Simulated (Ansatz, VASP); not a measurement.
# Al6Si: VASP beside Ansatz, part 2 of 2

Wanted: the spread between two codes on one cell, functional and k mesh. The cell is generated by rule, not measured, and may not be a known phase. The cell is taken from a series of runs on this material, whose earlier steps may have relaxed, scaled, displaced or heated it; both programs get it as it stands.

VASP 6.6.1 and Ansatz 0.2.0.

So far. Step 2 (Ansatz: single point, PBEsol, pair 1): The run ends at a pressure of -0.95 GPa, with forces up to 0.18 eV/Å. Step 3 (VASP: single point, PBEsol, pair 1): The run ends at a pressure of -0.91 GPa, with forces up to 0.18 eV/Å.

### 5. VASP: single point, PBEsol, pair 2

Level of this step: PBEsol; plane waves and PAW (Si, Al); invented cell (VASP).

With cell and atoms fixed, the geometry can't cause a difference; cores, projectors, grids and the points listed under the comparison can.

The input, INCAR:

```
SYSTEM = Al6Si
PREC = Accurate
ENCUT = 500
EDIFF = 1E-06
NELM = 120
ISMEAR = 1
SIGMA = 0.15
LREAL = .FALSE.
ALGO = Normal
GGA = PS
NBANDS = 18
LORBIT = 11
LWAVE = .FALSE.
LCHARG = .FALSE.
ISIF = 2
LASPH = .TRUE.
GGA_COMPAT = .FALSE.
KPAR = 2
```

The input, POSCAR:

```
Al6Si
1.0
    6.1489135354      0.0000000000      0.0000000000
    0.0000000000      6.1489135354      0.0000000000
    0.0000000000      0.0000000000      6.1489135354
Si Al
1 6
Direct
    0.0000000000      0.0000000000      0.0000000000
    0.1974385139      0.4632009511      0.4632009511
    0.5367990489      0.1974385139      0.5367990489
    0.8025614861      0.5367990489      0.5367990489
    0.4632009511      0.8025614861      0.4632009511
    0.5367990489      0.4632009511      0.1974385139
    0.4632009511      0.5367990489      0.8025614861
```

The input, KPOINTS:

```
Automatic mesh
0
Gamma
6 6 6
0 0 0
```

The projector-augmented-wave data sets are Si and Al (PBE family, release 64).

On the command line:

```console
$ mpirun -np 2 vasp_std
```

Numbers of over 12 decimals in the logs are rounded to 6 here.

Output:

```text
[banner, memory and clock lines left out]
running    2 mpi-ranks, on    1 nodes
[...]
[... a notice as in an earlier step ...]

 LDA part: xc-table for (Slater+PW92), standard interpolation
 POSCAR, INCAR and KPOINTS ok, starting setup
[...]
entering main loop
       N       E                     dE             d eps       ncg     rms          rms(c)
DAV:   1     0.284963693686E+02    0.28496E+02   -0.67156E+03  1440   0.855E+02
DAV:   2    -0.230071214272E+02   -0.51503E+02   -0.49816E+02  1852   0.110E+02
DAV:   3    -0.252282604718E+02   -0.22211E+01   -0.22013E+01  1932   0.225E+01
DAV:   4    -0.252749914464E+02   -0.46731E-01   -0.46701E-01  2078   0.385E+00
[...]
DAV:  15    -0.220081917079E+02    0.23038E-05   -0.73160E-06  1570   0.119E-02    0.122E-02
DAV:  16    -0.220081862770E+02    0.54308E-05   -0.28975E-05  1478   0.852E-03    0.150E-03
DAV:  17    -0.220081863639E+02   -0.86861E-07   -0.10015E-06   800   0.374E-03
   1 F= -.22008186E+02 E0= -.22001570E+02  d E =-.198501E-01
```

OUTCAR, selected parts (step 5):

```text
  Total       -2.7380813     -2.7380813     -2.7380813      0.3826213     -0.3826213     -0.3826213
  in kB      -18.8695595    -18.8695595    -18.8695595      2.6368447     -2.6368447     -2.6368447
  external PRESSURE =     -18.8695595 kB  Pullay stress =       0.0000000 kB

 POSITION                                       TOTAL-FORCE (eV/Angst)
 -----------------------------------------------------------------------------------
      0.00000      0.00000      0.00000         0.000000      0.000000      0.000000
      1.21403      2.84818      2.84818        -0.272726     -0.110737     -0.003068
      3.30073      1.21403      3.30073         0.003068     -0.272726      0.110737
      4.93488      3.30073      3.30073         0.272726      0.110737      0.003068
      2.84818      4.93488      2.84818        -0.003068      0.272726     -0.110737
      3.30073      2.84818      1.21403         0.110737     -0.003068     -0.272726
      2.84818      3.30073      4.93488        -0.110737      0.003068      0.272726
 -----------------------------------------------------------------------------------
    total drift:                                0.000000     -0.000000     -0.000000

  FREE ENERGIE OF THE ION-ELECTRON SYSTEM (eV)
  ---------------------------------------------------
  free  energy   TOTEN  =       -22.0081863639 eV

  energy  without entropy=      -21.9883362548  energy(sigma->0) =      -22.00156966

[... 2 parts as in an earlier step ...]

[... 1 further part left out ...]
[key lines of the parts left out:]
E-fermi :   1.7085
```

The run ends at a pressure of -1.89 GPa, with forces up to 0.29 eV/Å.

### 6. Ansatz: single point, PBEsol, pair 2

The same cell, functional, mesh and smearing now go to Ansatz, which takes its cutoff from its data sets.

The cell is taken from a series of runs on this material, whose earlier steps may have relaxed, scaled, displaced or heated it; both programs get it as it stands.

The input, input.yaml:

```yaml
crystal:
  lattice:
    - [6.1489135354, 0.0, 0.0]
    - [0.0, 6.1489135354, 0.0]
    - [0.0, 0.0, 6.1489135354]
  atoms:
    - { symbol: Si, position: [0.0, 0.0, 0.0] }
    - { symbol: Al, position: [0.1974385139, 0.4632009511, 0.4632009511] }
    - { symbol: Al, position: [0.5367990489, 0.1974385139, 0.5367990489] }
    - { symbol: Al, position: [0.8025614861, 0.5367990489, 0.5367990489] }
    - { symbol: Al, position: [0.4632009511, 0.8025614861, 0.4632009511] }
    - { symbol: Al, position: [0.5367990489, 0.4632009511, 0.1974385139] }
    - { symbol: Al, position: [0.4632009511, 0.5367990489, 0.8025614861] }
kpoints:
  mp_grid: { grid: [6, 6, 6] }
hamiltonian:
  xc: pbesol
scf:
  occupations: { method: methfessel_paxton, width: 0.15 }
output:
  forces: true
  stress: true
  eigenvalues: true
```

On the command line:

```console
$ ansatz run input.yaml --threads 8 --pin off --max-ram 14336MiB --backend cpu --events-out ev --progress --plain --runs-dir out
```

Output:

```text
[...]
Crystal: 7 atoms, lattice volume = 232.485 Å³
Basis set: ecut = 420 eV, 4553 PW (Γ), exchange–correlation on 90×90×90 points (8 copies of the dense FFT grid, shifted against one another)
Bands: 18, of which v1, the nominal top of the filled ones, is band 11 counted from 1 (10 counted from 0)
Symmetry: 6 space group operations
[...]
k-points: 40 of 216
[...]
k-point 0: bands = [... 7 lower, -0.7558, 1.7090, 1.7090, 1.7900, 2.0605, 2.0605, 2.1979, 3.4865, ... 3 higher]
  k-point 1: bands = [... 7 lower, -0.4971, 1.2647, 1.3712, 1.8374, 2.1230, 2.2634, 2.2909, 3.2928, ... 3 higher]
  k-point 2: bands = [... 7 lower, 0.5477, 0.7550, 0.8822, 2.0208, 2.1758, 2.4399, 2.4561, 2.9155, ... 3 higher]
  k-point 39: bands = [... 7 lower, -0.1996, 1.7358, 1.7358, 1.8282, 2.7373, 2.7373, 2.7418, 3.8184, ... 3 higher]
[key lines of the parts left out:]
SCF converged after 10 iterations
Free energy (F): -3760.493530 eV
Fermi energy:    1.712350 eV
P = ⅓ Tr σ = -1.9228 GPa (-19.228 kbar)
```

The run ends at a pressure of -1.92 GPa, with forces up to 0.29 eV/Å.

### 7. Side by side

Compared:

```csv
quantity,Ansatz,VASP,difference
pressure (GPa),-1.92,-1.89,-0.04
```

Forces (eV/Å; atoms numbered as in POSCAR):

```csv
atom,"Ansatz x, y, z","VASP x, y, z"
Si1,"0.000, 0.000, 0.000","0.000, 0.000, 0.000"
Al2,"-0.272, -0.109, -0.002","-0.273, -0.111, -0.003"
Al3,"0.002, -0.272, 0.109","0.003, -0.273, 0.111"
Al4,"0.272, 0.109, 0.002","0.273, 0.111, 0.003"
Al5,"-0.002, 0.272, -0.109","-0.003, 0.273, -0.111"
Al6,"0.109, -0.002, -0.272","0.111, -0.003, -0.273"
Al7,"-0.109, 0.002, 0.272","-0.111, 0.003, 0.273"
```

The forces differ by 1.4 meV/Å r.m.s., which is 0.9 % of the r.m.s. force of 0.157 eV/Å (both taken over all components).

### 8. VASP: single point, PBEsol, pair 3

With cell and atoms fixed, the geometry can't cause a difference; cores, projectors, grids and the points listed under the comparison can.

INCAR is that of step 5.

The input, POSCAR:

```
Al6Si
1.0
    6.1489135354      0.0000000000      0.0000000000
    0.0000000000      6.1489135354      0.0000000000
    0.0000000000      0.0000000000      6.1489135354
Si Al
1 6
Direct
    0.0000000000      0.0000000000      0.0000000000
    0.1974385139      0.4482513375      0.4482513375
    0.5517486625      0.1974385139      0.5517486625
    0.8025614861      0.5517486625      0.5517486625
    0.4482513375      0.8025614861      0.4482513375
    0.5517486625      0.4482513375      0.1974385139
    0.4482513375      0.5517486625      0.8025614861
```

KPOINTS is that of step 5.

On the command line:

```console
$ mpirun -np 2 vasp_std
```

Output:

```text
[... set-up lines as in an earlier step ...]
 entering main loop
       N       E                     dE             d eps       ncg     rms          rms(c)
DAV:   1     0.269987421796E+02    0.26999E+02   -0.66951E+03  1440   0.855E+02
DAV:   2    -0.226419254682E+02   -0.49641E+02   -0.48083E+02  1870   0.108E+02
DAV:   3    -0.247940327458E+02   -0.21521E+01   -0.21300E+01  1924   0.220E+01
DAV:   4    -0.248393784124E+02   -0.45346E-01   -0.45309E-01  2060   0.378E+00
[...]
DAV:  14    -0.220735158562E+02   -0.22261E-04   -0.11116E-04  1982   0.193E-02    0.224E-02
DAV:  15    -0.220734931952E+02    0.22661E-04   -0.11339E-04  1636   0.182E-02    0.325E-03
DAV:  16    -0.220734934520E+02   -0.25680E-06   -0.27977E-06  1394   0.737E-03
   1 F= -.22073493E+02 E0= -.22071570E+02  d E =-.576993E-02
```

From OUTCAR (step 8):

```text
  Total       -4.9649341     -4.9649341     -4.9649341      0.7238984     -0.7238984     -0.7238984
  in kB      -34.2159742    -34.2159742    -34.2159742      4.9887652     -4.9887652     -4.9887652
  external PRESSURE =     -34.2159742 kB  Pullay stress =       0.0000000 kB

 POSITION                                       TOTAL-FORCE (eV/Angst)
 -----------------------------------------------------------------------------------
      0.00000      0.00000      0.00000         0.000000      0.000000     -0.000000
      1.21403      2.75626      2.75626        -0.395479     -0.160653      0.041533
      3.39265      1.21403      3.39265        -0.041533     -0.395479      0.160653
      4.93488      3.39265      3.39265         0.395479      0.160653     -0.041533
      2.75626      4.93488      2.75626         0.041533      0.395479     -0.160653
      3.39265      2.75626      1.21403         0.160653      0.041533     -0.395479
      2.75626      3.39265      4.93488        -0.160653     -0.041533      0.395479
 -----------------------------------------------------------------------------------
    total drift:                               -0.000000      0.000000     -0.000000

  FREE ENERGIE OF THE ION-ELECTRON SYSTEM (eV)
  ---------------------------------------------------
  free  energy   TOTEN  =       -22.0734934520 eV

  energy  without entropy=      -22.0677235230  energy(sigma->0) =      -22.07157014

[... 2 parts as in an earlier step ...]

[... 1 further part left out ...]
[key lines of the parts left out:]
E-fermi :   1.7973
```

The run ends at a pressure of -3.42 GPa, with forces up to 0.43 eV/Å.

### 9. Ansatz: single point, PBEsol, pair 3

The same cell, functional, mesh and smearing now go to Ansatz, which takes its cutoff from its data sets.

The cell is taken from a series of runs on this material, whose earlier steps may have relaxed, scaled, displaced or heated it; both programs get it as it stands.

input.yaml, the sections that differ from step 6:

```yaml
crystal:
  lattice:
    - [6.1489135354, 0.0, 0.0]
    - [0.0, 6.1489135354, 0.0]
    - [0.0, 0.0, 6.1489135354]
  atoms:
    - { symbol: Si, position: [0.0, 0.0, 0.0] }
    - { symbol: Al, position: [0.1974385139, 0.4482513375, 0.4482513375] }
    - { symbol: Al, position: [0.5517486625, 0.1974385139, 0.5517486625] }
    - { symbol: Al, position: [0.8025614861, 0.5517486625, 0.5517486625] }
    - { symbol: Al, position: [0.4482513375, 0.8025614861, 0.4482513375] }
    - { symbol: Al, position: [0.5517486625, 0.4482513375, 0.1974385139] }
    - { symbol: Al, position: [0.4482513375, 0.5517486625, 0.8025614861] }
# kpoints, hamiltonian, scf, output: as in step 6
```

On the command line:

```console
$ ansatz run input.yaml --threads 8 --pin off --max-ram 14336MiB --backend cpu --events-out ev --progress --plain --runs-dir out
```

Output:

```text
[...]
Crystal: 7 atoms, lattice volume = 232.485 Å³
Basis set: ecut = 420 eV, 4553 PW (Γ), exchange–correlation on 90×90×90 points (8 copies of the dense FFT grid, shifted against one another)
Bands: 18, of which v1, the nominal top of the filled ones, is band 11 counted from 1 (10 counted from 0)
Symmetry: 6 space group operations
[...]
k-points: 40 of 216
[...]
k-point 0: bands = [... 7 lower, -0.5854, 1.7275, 1.7275, 1.9020, 2.0317, 2.0317, 2.3090, 3.3980, ... 3 higher]
  k-point 1: bands = [... 7 lower, -0.3648, 1.2186, 1.4265, 1.9026, 2.1403, 2.3091, 2.3783, 3.2358, ... 3 higher]
  k-point 2: bands = [... 7 lower, 0.6144, 0.7147, 0.9372, 2.1322, 2.2089, 2.5226, 2.5463, 2.8444, ... 3 higher]
  k-point 39: bands = [... 7 lower, -0.1448, 1.9116, 1.9116, 2.0946, 2.8625, 2.8625, 2.8802, 3.7143, ... 3 higher]
[key lines of the parts left out:]
SCF converged after 8 iterations
Free energy (F): -3760.556836 eV
Fermi energy:    1.800403 eV
P = ⅓ Tr σ = -3.4515 GPa (-34.515 kbar)
```

The run ends at a pressure of -3.45 GPa, with forces up to 0.42 eV/Å.

### 10. Side by side

The two programs side by side:

```csv
quantity,Ansatz,VASP,difference
pressure (GPa),-3.45,-3.42,-0.03
```

Forces (eV/Å; atoms numbered as in POSCAR):

```csv
atom,"Ansatz x, y, z","VASP x, y, z"
Si1,"0.000, 0.000, 0.000","0.000, 0.000, 0.000"
Al2,"-0.392, -0.157, 0.043","-0.395, -0.161, 0.042"
Al3,"-0.043, -0.392, 0.157","-0.042, -0.395, 0.161"
Al4,"0.392, 0.157, -0.043","0.395, 0.161, -0.042"
Al5,"0.043, 0.392, -0.157","0.042, 0.395, -0.161"
Al6,"0.157, 0.043, -0.392","0.161, 0.042, -0.395"
Al7,"-0.157, -0.043, 0.392","-0.161, -0.042, 0.395"
```

The forces differ by 2.4 meV/Å r.m.s., which is 1.1 % of the r.m.s. force of 0.229 eV/Å (both taken over all components).

### 11. Summary of results

| Property | Result |
| --- | --- |
| r.m.s. force difference (single point, PBEsol, pair 1) | 0.76 meV/Å |
| r.m.s. force difference (single point, PBEsol, pair 2) | 1.4 meV/Å |
| r.m.s. force difference (single point, PBEsol, pair 3) | 1.1 % of the r.m.s. force |

In words: The r.m.s. force difference is 1.1 % of the r.m.s. force (single point, PBEsol, pair 3), within the 3 % picked in this series as the mark of a large difference. 5 further runs of this series are not shown here. Such differences can come from data sets, numerical settings and the points named under the comparisons, not from the functional's error against experiment.

[Lines on the potential files, build, host, timing and source positions are cut from VASP's logs without a mark.]

[Logs are printed without paths, hosts, clocks, repeated set-up lines and the standing remarks that a program may print on its own settings, such as how far it seeks lower states.]

[Hosts, paths, dates, database ids (printed as entryN), source tags and the programs' standing remarks are cut or masked in the printed files.]
